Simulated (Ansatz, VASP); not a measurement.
# Cross-check of Al2O3 (Corundum) between VASP and Ansatz, part 3 of 3

Wanted: the spread between two codes on one cell, functional and k mesh. The cell is taken from a series of runs on this material, whose earlier steps may have relaxed, scaled, displaced or heated it; both programs get it as it stands.

VASP 6.6.1 and Ansatz 0.2.0.

So far: The structure; Ansatz: zone-centre phonons, LDA; VASP: zone-centre phonons, LDA.

### Step 3. VASP: zone-centre phonons, LDA (continued)

Level of this step: LDA; plane waves and PAW (O, Al) (VASP).

Numbers of over 12 decimals in the logs are rounded to 6 here.

OUTCAR, selected parts (step 3):

```text
ion  position               nearest neighbor table
   1  0.557  0.943  0.250-   9 1.79  10 1.79   7 1.90   8 1.90
   2  0.250  0.557  0.943-  10 1.79   9 1.79   7 1.90   8 1.90
   3  0.943  0.250  0.557-   9 1.79  10 1.79   8 1.90   7 1.90
   4  0.443  0.057  0.750-   7 1.79   8 1.79   9 1.90  10 1.90
   5  0.750  0.443  0.057-   8 1.79   7 1.79   9 1.90  10 1.90
   6  0.057  0.750  0.443-   7 1.79   8 1.79  10 1.90   9 1.90
   7  0.352  0.352  0.352-   4 1.79   6 1.79   5 1.79   2 1.90   1 1.90   3 1.90   8 2.55   9 2.70
                             9 2.70   9 2.70   8 3.11   8 3.11   8 3.11
   8  0.148  0.148  0.148-   4 1.79   5 1.79   6 1.79   3 1.90   1 1.90   2 1.90   7 2.55  10 2.70
                            10 2.70  10 2.70   7 3.11   7 3.11   7 3.11
   9  0.648  0.648  0.648-   1 1.79   3 1.79   2 1.79   5 1.90   4 1.90   6 1.90  10 2.55   7 2.70
                             7 2.70   7 2.70  10 3.11  10 3.11  10 3.11
  10  0.852  0.852  0.852-   1 1.79   2 1.79   3 1.79   6 1.90   4 1.90   5 1.90   9 2.55   8 2.70
                             8 2.70   8 2.70   9 3.11   9 3.11   9 3.11

  LATTYP: Found a trigonal (rhomboedric) cell.
 ALAT       =     4.9454527229
 COS(alpha) =     0.5667118649

 Subroutine GETGRP returns: Found 12 space group operations
 (whereof  6 operations were pure point group operations)

The static configuration has the point symmetry S_6 .
 The point group associated with its full space group is D_3d.

 Found     32 irreducible k-points:

   k-points           NKPTS =     32   k-points in BZ     NKDIM =     32   number of bands    NBANDS=     34

   dimension x,y,z NGX =    40 NGY =   40 NGZ =   40
   dimension x,y,z NGXF=    80 NGYF=   80 NGZF=   80

   ENCUT  =  600.0 eV  44.10 Ry    6.64 a.u.   9.88  9.88  9.88*2*pi/ulx,y,z

   NELECT =      48.0000    total number of electrons

 k-points in reciprocal lattice and weights: Automatic mesh
   0.00000000  0.00000000  0.00000000       0.005
   0.16666667 -0.00000000  0.00000000       0.028
   0.33333333  0.00000000  0.00000000       0.028
   0.50000000 -0.00000000  0.00000000       0.014
   0.16666667  0.16666667  0.00000000       0.028
   0.33333333  0.16666667  0.00000000       0.056
   0.50000000  0.16666667  0.00000000       0.056
  -0.33333333  0.16666667 -0.00000000       0.056
  -0.16666667  0.16666667  0.00000000       0.028
[...]
-0.33333333  0.50000000  0.33333333       0.028
   0.50000000  0.50000000  0.50000000       0.005

 average (electrostatic) potential at core
       1 -67.0443       2 -67.0443       3 -67.0443       4 -67.0443       5 -67.0443
       6 -67.0443       7 -68.0785       8 -68.0785       9 -68.0785      10 -68.0785

   2 f  =   26.050300 THz   163.678860 2PiTHz  868.944465 cm-1   107.735334 meV
             X         Y         Z           dx          dy          dz
     -0.889675  1.328981  7.298305     0.000005    0.393345   -0.336462
     -0.706094 -1.434972  7.298305     0.240578   -0.023368    0.168222
      1.595769  0.105991  7.298305    -0.240593   -0.023354    0.168239
      0.889675 -1.328981  5.213075    -0.000005   -0.393345    0.336462
      0.706094  1.434972  5.213075    -0.240578    0.023368   -0.168222
     -1.595769 -0.105991  5.213075     0.240593    0.023354   -0.168239
      0.000000  0.000000  4.401582    -0.126240    0.115634    0.000000
      0.000000  0.000000  1.854108     0.126234    0.115641    0.000000
      0.000000  0.000000  8.109799     0.126240   -0.115634   -0.000000
      0.000000  0.000000 10.657273    -0.126234   -0.115641   -0.000000

   3 f  =   25.387309 THz   159.513167 2PiTHz  846.829476 cm-1   104.993426 meV
             X         Y         Z           dx          dy          dz
     -0.889675  1.328981  7.298305     0.000000   -0.245252    0.321549
     -0.706094 -1.434972  7.298305     0.212394    0.122626    0.321549
      1.595769  0.105991  7.298305    -0.212394    0.122626    0.321549
      0.889675 -1.328981  5.213075     0.000000    0.245252   -0.321549
      0.706094  1.434972  5.213075    -0.212394   -0.122626   -0.321549
     -1.595769 -0.105991  5.213075     0.212394   -0.122626   -0.321549
      0.000000  0.000000  4.401582     0.000000   -0.000000    0.068458
      0.000000  0.000000  1.854108    -0.000000   -0.000000    0.068458
      0.000000  0.000000  8.109799    -0.000000    0.000000   -0.068458
      0.000000  0.000000 10.657273     0.000000    0.000000   -0.068458

   4 f  =   22.861898 THz   143.645539 2PiTHz  762.590820 cm-1    94.549169 meV
             X         Y         Z           dx          dy          dz
     -0.889675  1.328981  7.298305     0.391557    0.000000   -0.000000
     -0.706094 -1.434972  7.298305    -0.195778    0.339098    0.000000
      1.595769  0.105991  7.298305    -0.195778   -0.339098   -0.000000
      0.889675 -1.328981  5.213075     0.391557   -0.000000    0.000000
      0.706094  1.434972  5.213075    -0.195778    0.339098    0.000000
     -1.595769 -0.105991  5.213075    -0.195778   -0.339098   -0.000000
      0.000000  0.000000  4.401582    -0.000000   -0.000000   -0.141510
      0.000000  0.000000  1.854108    -0.000000    0.000000    0.141510
      0.000000  0.000000  8.109799    -0.000000   -0.000000   -0.141510
      0.000000  0.000000 10.657273    -0.000000    0.000000    0.141510

   5 f  =   22.157388 THz   139.218976 2PiTHz  739.090915 cm-1    91.635553 meV
             X         Y         Z           dx          dy          dz
     -0.889675  1.328981  7.298305    -0.383733    0.000000   -0.000000
     -0.706094 -1.434972  7.298305     0.191867   -0.332323    0.000000
      1.595769  0.105991  7.298305     0.191867    0.332323   -0.000000
      0.889675 -1.328981  5.213075     0.383733    0.000000   -0.000000
      0.706094  1.434972  5.213075    -0.191867    0.332323   -0.000000
     -1.595769 -0.105991  5.213075    -0.191867   -0.332323    0.000000
      0.000000  0.000000  4.401582     0.000000   -0.000000   -0.170656
      0.000000  0.000000  1.854108     0.000000    0.000000    0.170656
      0.000000  0.000000  8.109799    -0.000000    0.000000    0.170656
      0.000000  0.000000 10.657273    -0.000000   -0.000000   -0.170656

   6 f  =   21.949962 THz   137.915679 2PiTHz  732.171920 cm-1    90.777708 meV
             X         Y         Z           dx          dy          dz
     -0.889675  1.328981  7.298305    -0.175004   -0.000008    0.000003
     -0.706094 -1.434972  7.298305     0.298190    0.273202    0.157570
      1.595769  0.105991  7.298305     0.298199   -0.273201   -0.157573
      0.889675 -1.328981  5.213075    -0.175004   -0.000008    0.000003
      0.706094  1.434972  5.213075     0.298190    0.273202    0.157570
     -1.595769 -0.105991  5.213075     0.298199   -0.273201   -0.157573
      0.000000  0.000000  4.401582    -0.162155   -0.141437    0.000000
      0.000000  0.000000  1.854108    -0.162150    0.141443   -0.000000
      0.000000  0.000000  8.109799    -0.162155   -0.141437    0.000000
      0.000000  0.000000 10.657273    -0.162150    0.141443   -0.000000

   7 f  =   21.949962 THz   137.915679 2PiTHz  732.171920 cm-1    90.777708 meV
             X         Y         Z           dx          dy          dz
     -0.889675  1.328981  7.298305     0.000003   -0.455928    0.181948
     -0.706094 -1.434972  7.298305    -0.273206    0.017267   -0.090977
      1.595769  0.105991  7.298305     0.273196    0.017276   -0.090972
      0.889675 -1.328981  5.213075     0.000003   -0.455928    0.181948
      0.706094  1.434972  5.213075    -0.273206    0.017267   -0.090977
     -1.595769 -0.105991  5.213075     0.273196    0.017276   -0.090972
      0.000000  0.000000  4.401582    -0.141437    0.162155    0.000000
      0.000000  0.000000  1.854108     0.141443    0.162150    0.000000
      0.000000  0.000000  8.109799    -0.141437    0.162155    0.000000
      0.000000  0.000000 10.657273     0.141443    0.162150    0.000000

   8 f  =   21.085661 THz   132.485112 2PiTHz  703.341927 cm-1    87.203246 meV
             X         Y         Z           dx          dy          dz
     -0.889675  1.328981  7.298305     0.000000    0.316376   -0.187686
     -0.706094 -1.434972  7.298305    -0.273990   -0.158188   -0.187686
      1.595769  0.105991  7.298305     0.273990   -0.158188   -0.187686
      0.889675 -1.328981  5.213075    -0.000000    0.316376   -0.187686
      0.706094  1.434972  5.213075    -0.273990   -0.158188   -0.187686
     -1.595769 -0.105991  5.213075     0.273990   -0.158188   -0.187686
      0.000000  0.000000  4.401582     0.000000    0.000000    0.216841
      0.000000  0.000000  1.854108    -0.000000    0.000000    0.216841
      0.000000  0.000000  8.109799     0.000000    0.000000    0.216841
      0.000000  0.000000 10.657273    -0.000000    0.000000    0.216841

   9 f  =   20.357275 THz   127.908529 2PiTHz  679.045590 cm-1    84.190885 meV
             X         Y         Z           dx          dy          dz
     -0.889675  1.328981  7.298305    -0.000016    0.024459    0.268636
     -0.706094 -1.434972  7.298305     0.195306   -0.313820   -0.134327
      1.595769  0.105991  7.298305    -0.195313   -0.313835   -0.134309
      0.889675 -1.328981  5.213075    -0.000016    0.024459    0.268636
      0.706094  1.434972  5.213075     0.195306   -0.313820   -0.134327
     -1.595769 -0.105991  5.213075    -0.195313   -0.313835   -0.134309
      0.000000  0.000000  4.401582     0.070529    0.232313   -0.000000
      0.000000  0.000000  1.854108    -0.070511    0.232319   -0.000000
      0.000000  0.000000  8.109799     0.070529    0.232313   -0.000000
      0.000000  0.000000 10.657273    -0.070511    0.232319   -0.000000
    [... 271 further lines ...]
      0.000000  0.000000  8.109799    -0.218387   -0.290870    0.000000
      0.000000  0.000000 10.657273    -0.218293   -0.290941    0.000000

 MACROSCOPIC STATIC DIELECTRIC TENSOR IONIC CONTRIBUTION
 ------------------------------------------------------
           4.562532     0.000000     0.000000
           0.000000     4.562532     0.000000
           0.000000     0.000000     6.153178
 ------------------------------------------------------

 ELASTIC MODULI CONTR FROM IONIC RELAXATION (kBar)
 Direction    XX          YY          ZZ          XY          YZ          ZX
 --------------------------------------------------------------------------------
 XX        -679.3574    312.0978    252.8701      0.0000     77.0492      0.0000
 YY         312.0978   -679.3574    252.8701     -0.0000    -77.0492     -0.0000
 ZZ         252.8701    252.8701   -385.5737     -0.0000     -0.0000     -0.0000
 XY           0.0000     -0.0000      0.0000   -495.7395      0.0000     73.3058
 YZ          77.0492    -77.0492     -0.0000      0.0000   -284.9074      0.0000
 ZX           0.0000     -0.0000     -0.0000     73.3058      0.0000   -281.2744
 --------------------------------------------------------------------------------

 PIEZOELECTRIC TENSOR IONIC CONTR  for field in x, y, z        (C/m^2)
          XX          YY          ZZ          XY          YZ          ZX
  --------------------------------------------------------------------------------
  x     0.00000     0.00000    -0.00000     0.00000    -0.00000     0.00000
  y    -0.00000     0.00000     0.00000    -0.00000    -0.00000    -0.00000
  z    -0.00000     0.00000     0.00000    -0.00000     0.00000     0.00000
```

### Step 4. Comparison

Known differences besides the potentials themselves: the two LDA forms differ slightly; fixed occupations in Ansatz, narrow Gaussian smearing in VASP; the cutoff is 420 eV in Ansatz and 600 eV in VASP; VASP's log shows a relativistic correction to its local exchange, Ansatz's none. Total energies have different zeros and are not compared.

The two programs side by side:

```csv
quantity,Ansatz,VASP,difference
ε∞ xx,3.17,3.15,+0.57 %
ε∞ yy,3.17,3.15,+0.57 %
ε∞ zz,3.13,3.11,+0.59 %
Born charge of O1 (mean of the diagonal) (e),-1.94,-1.92,-0.01
Born charge of Al7 (mean of the diagonal) (e),2.91,2.88,+0.02
optical mode 1 (cm⁻¹),348.9,352.5,-1.02 %
optical mode 2 to 3 (cm⁻¹),399.1,401.1,-0.50 %
optical mode 4 (cm⁻¹),427.3,430.1,-0.67 %
optical mode 5 to 6 (cm⁻¹),441.3,444.8,-0.80 %
optical mode 7 (cm⁻¹),454.5,456.6,-0.46 %
optical mode 8 to 9 (cm⁻¹),473.0,475.4,-0.51 %
optical mode 10 to 11 (cm⁻¹),481.1,484.6,-0.73 %
optical mode 12 to 13 (cm⁻¹),504.7,510.5,-1.12 %
optical mode 14 (cm⁻¹),579.2,583.4,-0.71 %
optical mode 15 to 16 (cm⁻¹),641.2,646.2,-0.77 %
optical mode 17 (cm⁻¹),659.0,661.5,-0.38 %
optical mode 18 to 19 (cm⁻¹),671.0,679.0,-1.19 %
optical mode 20 (cm⁻¹),692.4,703.3,-1.56 %
optical mode 21 to 22 (cm⁻¹),722.0,732.2,-1.39 %
optical mode 23 (cm⁻¹),731.2,739.1,-1.07 %
optical mode 24 (cm⁻¹),757.4,762.6,-0.69 %
optical mode 25 (cm⁻¹),838.5,846.8,-0.98 %
optical mode 26 to 27 (cm⁻¹),858.5,868.9,-1.20 %
```

Modes are paired by rising frequency, not by their patterns, so a pair may set unlike modes beside each other; they are those without the splitting of longitudinal modes.

### Step 5. Summary of results

| Quantity | Value |
| --- | --- |
| r.m.s. difference of the optical zone-centre modes, each program's sorted by frequency (zone-centre phonons, LDA) | 6.3 cm⁻¹ |
| difference in optical mode 20 (zone-centre phonons, LDA) | -1.6 % |

**Reading.** The r.m.s. difference of the optical zone-centre modes, each program's sorted by frequency is 6.3 cm⁻¹ (zone-centre phonons, LDA). Among the rows given in per cent, the largest difference of the zone-centre phonons, LDA pair is in optical mode 20, -1.6 %. Such differences can come from data sets, numerical settings and the points named under the comparisons, not from the functional's error against experiment.

[Lines on the potential files, build, host, timing and source positions are cut from VASP's logs without a mark.]

[Logs are printed without paths, hosts, clocks, repeated set-up lines and the standing remarks that a program may print on its own settings, such as how far it seeks lower states.]

[Hosts, paths, dates, database ids (printed as entryN), source tags and the programs' standing remarks are cut or masked in the printed files.]
